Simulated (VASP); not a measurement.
NaCl (rock salt), at 1.04 of the tabulated volume:

```
CELL_PARAMETERS angstrom
      0.00000     2.85711     2.85711
      2.85711     0.00000     2.85711
      2.85711     2.85711     0.00000
ATOMIC_POSITIONS crystal
  Na 0.00000 0.00000 0.00000
  Cl 0.50000 0.50000 0.50000
```

The lowest empty band near Γ, direction [100], from PBE with spin-orbit coupling in VASP (PAW); its two spin partners are averaged. The gap over the points computed is 4.91 eV, and the next band on that side lies 6.12 eV away at the edge.

Settings: 400 eV cut-off, 9×9×9 Γ-centred mesh, Gaussian smearing of 0.050 eV, potentials Na_pv Cl.

| distance from the edge in k (1/Å) | distance in energy (meV) |
|---|---|
| 0.018 | 3.1 |
| 0.025 | 5.9 |
| 0.035 | 11.6 |
| 0.050 | 23.6 |
| 0.070 | 46.0 |

Question: Fit E(1 + αE) = ħ²k²/2m* (ħ²/2m0 = 3.810 eV Å²) and predict the row at 0.095 1/Å.

Answer: The rows don't resolve α, so a parabola serves: the electron mass is m* = 0.405 m0, and so 84.9 meV. The run gave 84.0 meV, -0.9 meV from the fit.

Left out are points under 3 meV from the edge, since the levels carry 0.1 meV, and points farther than half the way to the next band.

The compound is NaCl in the rock salt structure. The cell was not relaxed at this level.
